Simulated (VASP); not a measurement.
VASP ran on this input.

File POSCAR:
```
MoS2
1
    1.5629170212    -2.7070514110     0.0000000000
    1.5629170212     2.7070514110     0.0000000000
    0.0000000000     0.0000000000    14.2926728583
Mo S
2 4
Direct
  0.3333330000   0.6666670000   0.2500000000
  0.6666670000   0.3333330000   0.7500000000
  0.3333330000   0.6666670000   0.8570734458
  0.6666670000   0.3333330000   0.3570734458
  0.6666670000   0.3333330000   0.1429265542
  0.3333330000   0.6666670000   0.6429265542
```

### INCAR
```
EDIFF=1E-7
PREC=Accurate
SIGMA=0.05   ! width (eV)
SYSTEM=MoS2
GGA=91   ! PW91
ISIF=4   ! ions and shape, fixed volume
LCHARG=.FALSE.
ENCUT=520   ! plane-wave cut-off (eV)
LWAVE=.FALSE.
LMAXMIX=4   ! l cut-off of mixed one-centre charges
NSW=30
EDIFFG=-0.01   ! ionic stop
IBRION=2   ! conjugate gradients
LREAL=.FALSE.
ALGO=Normal   ! blocked Davidson
LASPH=.TRUE.   ! aspherical one-centre terms
NELM=100   ! most electronic steps
ISMEAR=0   ! Gaussian
```

KPOINTS:
```
Automatic mesh
0
Gamma
8 8 2
0 0 0
```

POTCAR, in this order: Mo_sv S (PBE.64 set). Program: vasp_std.

Translate this PW91 calculation to Quantum ESPRESSO's pw.x.

One equivalent input (not run):
```
&CONTROL
  calculation = 'vc-relax'
  pseudo_dir = './pseudo'
  outdir = './out'
  tprnfor = .true.
  tstress = .true.
  nstep = 30
  forc_conv_thr = 0.00039
/
&SYSTEM
  ibrav = 0
  nat = 6
  ntyp = 2
  ecutwfc = 80
  occupations = 'smearing'
  smearing = 'gaussian'
  degauss = 0.003675
  input_dft = 'pw91'
/
&ELECTRONS
  conv_thr = 7.3e-09
  electron_maxstep = 100
/
&IONS
/
&CELL
  cell_dofree = 'shape'
/
ATOMIC_SPECIES
  Mo 95.950 Mo.upf
  S 32.060 S.upf
CELL_PARAMETERS angstrom
     1.5629170   -2.7070514    0.0000000
     1.5629170    2.7070514    0.0000000
     0.0000000    0.0000000   14.2926729
ATOMIC_POSITIONS crystal
  Mo   0.3333330  0.6666670  0.2500000
  Mo   0.6666670  0.3333330  0.7500000
  S    0.3333330  0.6666670  0.8570734
  S    0.6666670  0.3333330  0.3570734
  S    0.6666670  0.3333330  0.1429266
  S    0.3333330  0.6666670  0.6429266
K_POINTS automatic
  8 8 2 0 0 0
```
The two are equivalent in intent, not identical: the potentials are each code's own (VASP's PAW set, PseudoDojo norm-conserving files in pw.x), so ENCUT and ecutwfc are chosen apart and not converted; conv_thr bounds pw.x's estimated SCF error, while EDIFF bounds the energy change between steps; forc_conv_thr acts on force components and is met together with etot_conv_thr.

The compound is MoS2 in the 2H layered structure. This cell is one point of a volume scan, at 0.94 of the reference volume. Symmetry was kept, so distortions that lower it aren't found.
